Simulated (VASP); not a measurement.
Input:

```
CELL_PARAMETERS angstrom
      4.14871     0.00000     0.00000
      0.00000     4.14871     0.00000
      0.00000     0.00000     4.14871
ATOMIC_POSITIONS crystal
  K  0.00000 0.00000 0.00000
  Zn 0.50000 0.50000 0.50000
  F  0.50000 0.00000 0.50000
  F  0.00000 0.50000 0.50000
  F  0.50000 0.50000 0.00000
```

Level of theory: PBE GGA with D4 dispersion, VASP's PBE PAW potentials (set 64) (plane waves; VASP). Numerical set-up: 520 eV cut-off, 6×6×6 Γ-centred mesh, Gaussian smearing of 0.050 eV, potentials K_sv Zn F.

### Question
Give the stress tensor in GPa (positive for a compressed cell).

### Answer

```
-1.90   0.00   0.00
 0.00  -1.90   0.00
 0.00   0.00  -1.90
```
The pressure is its mean diagonal, -1.90 GPa.

The compound is KZnF3 in the cubic perovskite structure. This cell is one point of a volume scan, at 1.03 of the reference volume.
